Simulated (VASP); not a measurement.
All values below come from PW91 GGA, VASP's PBE PAW potentials (set 64) (plane waves; VASP).

Input for VASP

INCAR:
```
LCHARG=.FALSE.
LREAL=.FALSE.
NELM=100
EDIFFG=-0.01   ! ionic stop
ALGO=Normal   ! blocked Davidson
ISIF=4   ! ions and shape, fixed volume
PREC=Accurate
IBRION=2   ! conjugate gradients
LASPH=.TRUE.   ! aspherical one-centre terms
NSW=30
GGA=91
ISMEAR=1
SIGMA=0.1   ! width (eV)
SYSTEM=Be
LWAVE=.FALSE.
EDIFF=1E-7   ! SCF stop (eV)
ENCUT=520
```

**POSCAR**
```
Be
1
    1.1339514671    -1.9640613848     0.0000000000
    1.1339514671     1.9640613848     0.0000000000
    0.0000000000     0.0000000000     3.5544344681
Be
2
Direct
  0.3333330000   0.6666670000   0.2500000000
  0.6666670000   0.3333330000   0.7500000000
```

File KPOINTS:
```
K-points
0
G
  18 18 10
0 0 0
```

POTCAR, in this order: Be (PBE.64 set). Program: vasp_std.

The resulting files:

OUTCAR:
```
 ion  position               nearest neighbor table
   1  0.333  0.667  0.250-   2 2.21   2 2.21   2 2.21   2 2.21   2 2.21   2 2.21
   2  0.667  0.333  0.750-   1 2.21   1 2.21   1 2.21   1 2.21   1 2.21   1 2.21
  LATTYP: Found a hexagonal cell.
 ALAT       =     2.2679027874
 C/A-ratio  =     1.5672781426
 Subroutine PRICEL returns:
 Original cell was already a primitive cell.
 Subroutine GETGRP returns: Found 24 space group operations
The static configuration has the point symmetry D_3d.
 The point group associated with its full space group is D_6h.
The dynamic configuration has the point symmetry D_3d.
 Subroutine INISYM returns: Found 24 space group operations
 Subroutine IBZKPT returns following result:
 Found    222 irreducible k-points:

 Following reciprocal coordinates:
            Coordinates               Weight
  0.000000  0.000000  0.000000      1.000000
  0.055556 -0.000000  0.000000      6.000000
  0.111111 -0.000000  0.000000      6.000000
  0.166667 -0.000000  0.000000      6.000000
  0.222222 -0.000000  0.000000      6.000000
  0.277778  0.000000  0.000000      6.000000
  0.333333  0.000000  0.000000      6.000000
...
```

OSZICAR:
```
       N       E                     dE             d eps       ncg     rms          rms(c)
DAV:   1    -0.242784738154E+01   -0.24278E+01   -0.18583E+03  2682   0.557E+02
DAV:   2    -0.744076111974E+01   -0.50129E+01   -0.48772E+01  3990   0.626E+01
DAV:   3    -0.747497597394E+01   -0.34215E-01   -0.33931E-01  3462   0.480E+00
DAV:   4    -0.747503654360E+01   -0.60570E-04   -0.60420E-04  3930   0.159E-01
DAV:   5    -0.747503657463E+01   -0.31035E-07   -0.30508E-07  3432   0.206E-03    0.122E+00
DAV:   6    -0.744027057912E+01    0.34766E-01   -0.32175E-03  2964   0.917E-01    0.747E-01
DAV:   7    -0.742705629370E+01    0.13214E-01   -0.45082E-03  2712   0.123E+00    0.219E-02
DAV:   8    -0.742706818637E+01   -0.11893E-04   -0.78348E-06  4386   0.416E-02    0.141E-02
DAV:   9    -0.742705981760E+01    0.83688E-05   -0.44691E-06  2898   0.241E-02    0.998E-04
DAV:  10    -0.742705925384E+01    0.56376E-06   -0.15701E-08  3306   0.148E-03    0.436E-04
DAV:  11    -0.742705914126E+01    0.11259E-06   -0.47562E-09  1716   0.110E-03    0.244E-05
DAV:  12    -0.742705914202E+01   -0.76155E-09   -0.23044E-10  1794   0.215E-04
   1 F= -.74270591E+01 E0= -.74270080E+01  d E =-.742706E+01
       N       E                     dE             d eps       ncg     rms          rms(c)
DAV:   1    -0.742775385438E+01   -0.69471E-03   -0.67651E-03  3384   0.548E-01    0.310E-02
DAV:   2    -0.742775158043E+01    0.22739E-05   -0.28792E-05  3258   0.517E-02    0.193E-02
DAV:   3    -0.742774840318E+01    0.31773E-05   -0.18126E-06  3810   0.146E-02    0.526E-04
DAV:   4    -0.742774838675E+01    0.16429E-07   -0.11628E-08  2586   0.105E-03
   2 F= -.74277484E+01 E0= -.74276950E+01  d E =-.689245E-03
       N       E                     dE             d eps       ncg     rms          rms(c)
DAV:   1    -0.742775805255E+01   -0.96494E-05   -0.11305E-04  3390   0.708E-02    0.417E-03
DAV:   2    -0.742775796439E+01    0.88160E-07   -0.48409E-07  3276   0.671E-03
   3 F= -.74277580E+01 E0= -.74277014E+01  d E =-.698822E-03
```

OUTCAR:
```
------------------------ aborting loop because EDIFF is reached ----------------------------------------
  FORCE on cell =-STRESS in cart. coord.  units (eV):
  Direction    XX          YY          ZZ          XY          YZ          ZX
  --------------------------------------------------------------------------------------
  Total       -0.0079314     -0.0079314     -0.0069079      0.0000000      0.0000000      0.0000000
  in kB       -0.8026208     -0.8026207     -0.6990513      0.0000000      0.0000000      0.0000000
  external PRESSURE =      -0.7680976 kB  Pullay stress =       0.0000000 kB
  volume of cell :       15.83
      direct lattice vectors                 reciprocal lattice vectors
     1.131131280 -1.959176679 -0.000000000     0.442035340 -0.255209244 -0.000000000
     1.131131280  1.959176679 -0.000000000     0.442035340  0.255209244  0.000000000
     0.000000000 -0.000000000  3.572180712     0.000000000  0.000000000  0.279941045
 POSITION                                       TOTAL-FORCE (eV/Angst)
 -----------------------------------------------------------------------------------
      1.13113      0.65306      0.89305         0.000000     -0.000000      0.000000
      1.13113     -0.65306      2.67914        -0.000000      0.000000      0.000000
 -----------------------------------------------------------------------------------
    total drift:                                0.000000     -0.000003      0.000005
  FREE ENERGIE OF THE ION-ELECTRON SYSTEM (eV)
  ---------------------------------------------------
  free  energy   TOTEN  =        -7.4277579644 eV

  energy  without entropy=       -7.4275881911  energy(sigma->0) =       -7.42770137

 reached required accuracy - stopping structural energy minimisation
```
(Selected blocks of OUTCAR.)

CONTCAR:
```
Be
   1.00000000000000
     1.1311312800156810   -1.9591766787376419   -0.0000000000000000
     1.1311312800156810    1.9591766787376419   -0.0000000000000000
     0.0000000000000000   -0.0000000000000000    3.5721807117979565
  Be
     2
Direct
     0.3333330000000032    0.6666669999999968    0.2500000000000000
     0.6666669999999968    0.3333330000000032    0.7500000000000000
```

The compound is Be in the hcp structure. This run relaxes it. Symmetry was kept, so distortions that lower it aren't found.
